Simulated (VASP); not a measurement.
Energy against volume of NaCl (rock salt). These are RPBE GGA, VASP's PBE PAW potentials (set 64) (plane waves; VASP 6.6.1) values and carry that method's errors. Run with 520 eV cut-off, 8×8×8 Γ-centred mesh, Gaussian smearing of 0.050 eV, potentials Na_pv Cl.

| V (Å³/atom) | E (eV/atom) |
|---|---|
| 24.122 | -3.22981 |
| 24.868 | -3.23157 |
| 25.614 | -3.23051 |
| 26.360 | -3.22709 |

### Question
Fit these four points and predict the energy of the run at 23.376 Å³/atom.

### Answer
A cubic in V^(−2/3), the third-order Birch-Murnaghan form, passes through the four points with V0 = 24.94 Å³/atom and B0 = 20 GPa, and gives -3.2247 eV/atom there. The run gave -3.2248 eV/atom, -0.1 meV/atom from the fit; all five points give B0 = 20 GPa.

The compound is NaCl in the rock salt structure. It was relaxed first, which changed the volume by +11 %.
